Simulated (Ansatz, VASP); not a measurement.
# Cross-check of CSO between VASP and Ansatz, part 2 of 3

Aim: how closely do two programs agree when they are given the same cell, functional and k mesh? The cell is taken from a series of runs on this material, whose earlier steps may have relaxed, scaled, displaced or heated it; both programs get it as it stands.

VASP 6.6.1 and Ansatz 0.2.0.

So far: Starting point; VASP: zone-centre phonons, PBEsol.

**2. VASP: zone-centre phonons, PBEsol (continued)**

Level of this step: PBEsol; plane waves and PAW (C, S, O) (VASP).

OUTCAR, selected parts (step 2):

```text
ion  position               nearest neighbor table
   1  0.799  0.799  0.799-   3 1.17   2 1.56
   2  0.538  0.538  0.538-   1 1.56
   3  0.994  0.994  0.994-   1 1.17

  LATTYP: Found a trigonal (rhomboedric) cell.
 ALAT       =     4.2497358830
 COS(alpha) =    -0.1693351392

 Subroutine GETGRP returns: Found  6 space group operations
 (whereof  6 operations were pure point group operations)

The static configuration has the point symmetry C_3v.

 Found     32 irreducible k-points:

   k-points           NKPTS =     32   k-points in BZ     NKDIM =     32   number of bands    NBANDS=     14

   dimension x,y,z NGX =    36 NGY =   36 NGZ =   36
   dimension x,y,z NGXF=    72 NGYF=   72 NGZF=   72

   ENCUT  =  600.0 eV  44.10 Ry    6.64 a.u.   8.49  8.49  8.49*2*pi/ulx,y,z

   NELECT =      16.0000    total number of electrons

 k-points in reciprocal lattice and weights: Automatic mesh
   0.00000000  0.00000000  0.00000000       0.005
   0.16666667  0.00000000 -0.00000000       0.028
   0.33333333 -0.00000000  0.00000000       0.028
   0.50000000  0.00000000  0.00000000       0.014
   0.16666667  0.16666667 -0.00000000       0.028
   0.33333333  0.16666667  0.00000000       0.056
   0.50000000  0.16666667  0.00000000       0.056
  -0.33333333  0.16666667  0.00000000       0.056
  -0.16666667  0.16666667  0.00000000       0.028
[...]
-0.33333333  0.50000000  0.33333333       0.028
   0.50000000  0.50000000  0.50000000       0.005

 average (electrostatic) potential at core
       1 -57.9299       2 -92.2611       3 -77.7475

  Total       -0.0599159     -0.0599159      0.4264175     -0.0000000     -0.0000000      0.0000000
  in kB       -1.3152813     -1.3152813      9.3607743     -0.0000000     -0.0000009      0.0000000
  external PRESSURE =       2.2434039 kB  Pullay stress =       0.0000000 kB

  energy-cutoff  :      600.00
  volume of cell :       72.99
      direct lattice vectors                 reciprocal lattice vectors
     3.249499260  1.876099108  1.995309943     0.153869861  0.088836792  0.167058444
    -3.249499260  1.876099108  1.995309943    -0.153869861  0.088836792  0.167058444
     0.000000000 -3.752198710  1.995309480     0.000000000 -0.177673625  0.167058422

 POSITION                                       TOTAL-FORCE (eV/Angst)
 -----------------------------------------------------------------------------------
      0.00000     -0.00000      4.78156         0.000000      0.000000     -0.989213
      0.00000     -0.00000      3.21926         0.000000     -0.000000      0.231509
      0.00000     -0.00000      5.94760         0.000000     -0.000000      0.757704
 -----------------------------------------------------------------------------------
    total drift:                               -0.000000     -0.000000      0.000057

 MACROSCOPIC STATIC DIELECTRIC TENSOR (including local field effects in DFT)
 ------------------------------------------------------
           1.932931     0.000000     0.000000
           0.000000     1.932931    -0.000000
           0.000000    -0.000000     2.920469
 ------------------------------------------------------

 PIEZOELECTRIC TENSOR (including local field effects)  for field in x, y, z        (C/m^2)
          XX          YY          ZZ          XY          YZ          ZX
  --------------------------------------------------------------------------------
  x     0.00000     0.00000     0.00000    -0.00148     0.00000    -0.02086
  y    -0.00148     0.00148     0.00000     0.00000    -0.02086     0.00000
  z    -0.14243    -0.14243    -0.22991     0.00000     0.00000     0.00000

 BORN EFFECTIVE CHARGES (including local field effects) (in |e|, cummulative output)
 ---------------------------------------------------------------------------------
 ion    1
    1     0.13665     0.00000     0.00000
    2     0.00000     0.13665    -0.00000
    3     0.00000    -0.00000     3.29878
 ion    2
    1     0.04937     0.00000    -0.00000
    2     0.00000     0.04937     0.00000
    3     0.00000     0.00000    -0.99012
 ion    3
    1    -0.18602     0.00000     0.00000
    2     0.00000    -0.18602     0.00000
    3     0.00000     0.00000    -2.30866

 Eigenvectors and eigenvalues of the dynamical matrix
 ----------------------------------------------------

   1 f  =   62.405132 THz   392.103010 2PiTHz 2081.611150 cm-1   258.086773 meV
             X         Y         Z           dx          dy          dz
      0.000000 -0.000000  4.781558    -0.000000   -0.000000    0.818549
      0.000000 -0.000000  3.219259     0.000000    0.000000   -0.101633
      0.000000 -0.000000  5.947595     0.000000    0.000000   -0.565374

   2 f  =   25.938798 THz   162.978276 2PiTHz  865.225176 cm-1   107.274202 meV
             X         Y         Z           dx          dy          dz
      0.000000 -0.000000  4.781558     0.000000    0.000000   -0.360614
      0.000000 -0.000000  3.219259    -0.000000   -0.000000    0.675202
      0.000000 -0.000000  5.947595    -0.000000    0.000000   -0.643475

   3 f  =   14.614657 THz    91.826596 2PiTHz  487.492472 cm-1    60.441336 meV
             X         Y         Z           dx          dy          dz
      0.000000 -0.000000  4.781558     0.000000   -0.881634   -0.000000
      0.000000 -0.000000  3.219259    -0.000000    0.262752    0.000000
      0.000000 -0.000000  5.947595    -0.000000    0.392024    0.000000

   4 f  =   14.614657 THz    91.826596 2PiTHz  487.492472 cm-1    60.441336 meV
             X         Y         Z           dx          dy          dz
      0.000000 -0.000000  4.781558    -0.881634   -0.000000   -0.000000
      0.000000 -0.000000  3.219259     0.262752    0.000000   -0.000000
      0.000000 -0.000000  5.947595     0.392024    0.000000   -0.000000

   5 f  =    1.300083 THz     8.168664 2PiTHz   43.366108 cm-1     5.376710 meV
             X         Y         Z           dx          dy          dz
      0.000000 -0.000000  4.781558     0.000035   -0.151120   -0.000000
      0.000000 -0.000000  3.219259    -0.000147    0.629759    0.000000
      0.000000 -0.000000  5.947595     0.000178   -0.761949   -0.000000

   6 f  =    1.300083 THz     8.168664 2PiTHz   43.366108 cm-1     5.376710 meV
             X         Y         Z           dx          dy          dz
      0.000000 -0.000000  4.781558     0.151120    0.000035    0.000000
      0.000000 -0.000000  3.219259    -0.629759   -0.000147   -0.000000
      0.000000 -0.000000  5.947595     0.761949    0.000178    0.000000

   7 f/i=    0.001316 THz     0.008272 2PiTHz    0.043913 cm-1     0.005444 meV
             X         Y         Z           dx          dy          dz
      0.000000 -0.000000  4.781558    -0.205042    0.397293    0.000000
      0.000000 -0.000000  3.219259    -0.335254    0.649593    0.000000
      0.000000 -0.000000  5.947595    -0.236424    0.458098    0.000000

   8 f/i=    0.001316 THz     0.008272 2PiTHz    0.043913 cm-1     0.005444 meV
             X         Y         Z           dx          dy          dz
      0.000000 -0.000000  4.781558    -0.397293   -0.205042    0.000000
      0.000000 -0.000000  3.219259    -0.649593   -0.335254    0.000000
      0.000000 -0.000000  5.947595    -0.458098   -0.236424    0.000000

   9 f/i=    0.001583 THz     0.009947 2PiTHz    0.052806 cm-1     0.006547 meV
             X         Y         Z           dx          dy          dz
      0.000000 -0.000000  4.781558     0.000000   -0.000000    0.447140
      0.000000 -0.000000  3.219259     0.000000   -0.000000    0.730598
      0.000000 -0.000000  5.947595     0.000000   -0.000000    0.516036

 MACROSCOPIC STATIC DIELECTRIC TENSOR IONIC CONTRIBUTION
 ------------------------------------------------------
           0.445843     0.000000     0.000000
           0.000000     0.445843     0.000000
           0.000000     0.000000     0.203576
 ------------------------------------------------------

 ELASTIC MODULI CONTR FROM IONIC RELAXATION (kBar)
 Direction    XX          YY          ZZ          XY          YZ          ZX
 --------------------------------------------------------------------------------
 XX          -3.0089      3.0006      3.2821     -0.0000     -4.3536     -0.0000
 YY           3.0006     -3.0089      3.2821     -0.0000      4.3536     -0.0000
 ZZ           3.2821      3.2821  -5851.2027     -0.0000      0.0005     -0.0000
 XY          -0.0000     -0.0000     -0.0000     -3.0047     -0.0000     -3.6897
 YZ          -4.3536      4.3536      0.0005     -0.0000     -9.5221     -0.0000
 ZX          -0.0000     -0.0000     -0.0000     -3.6897     -0.0000     -7.5465
 --------------------------------------------------------------------------------

 PIEZOELECTRIC TENSOR IONIC CONTR  for field in x, y, z        (C/m^2)
          XX          YY          ZZ          XY          YZ          ZX
  --------------------------------------------------------------------------------
  x    -0.00000    -0.00000    -0.00000    -0.03402    -0.00000    -0.04713
  y    -0.03402     0.03402    -0.00000    -0.00000    -0.05482    -0.00000
  z    -0.00077    -0.00077     0.25153    -0.00000    -0.00000    -0.00000
```

(Part 2 of 3 ends here.)

[Lines on the potential files, build, host, timing and source positions are cut from VASP's logs without a mark.]

[Logs are printed without paths, hosts, clocks, repeated set-up lines and the standing remarks that a program may print on its own settings, such as how far it seeks lower states.]

[Hosts, paths, dates, database ids (printed as entryN), source tags and the programs' standing remarks are cut or masked in the printed files.]
